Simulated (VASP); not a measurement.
```xyz
1
Lattice="0.0000 1.8897 1.8897 1.8897 0.0000 1.8897 1.8897 1.8897 0.0000" Properties=species:S:1:pos:R:3 pbc="T T T"
Rh     0.0000     0.0000     0.0000
```

All values below come from PBEsol GGA, VASP's PBE PAW potentials (set 64) (plane waves; VASP). Numerical set-up: 500 eV cut-off, 16×16×16 Γ-centred mesh, first-order Methfessel-Paxton smearing of 0.10 eV, potentials Rh_pv.

Task: The ions, cell shape and volume at an external pressure of 5.0 GPa are relaxed. Give the cell that the relaxation ends in.

Result: 
```xyz
1
Lattice="0.0000 1.8799 1.8799 1.8799 0.0000 1.8799 1.8799 1.8799 0.0000" Properties=species:S:1:pos:R:3 pbc="T T T"
Rh     0.0000     0.0000     0.0000
```
Space group Fm-3m (225), at a tolerance of 0.03 Å.

Task: How do energy and volume change from the first to the last step?

Result: The energy (σ→0) changes by +3.3 meV/atom and the volume by -1.6 %, in 3 ionic steps.

The compound is Rh in the fcc structure. This run relaxes it under an external pressure of 5 GPa. Symmetry was kept, so distortions that lower it aren't found.
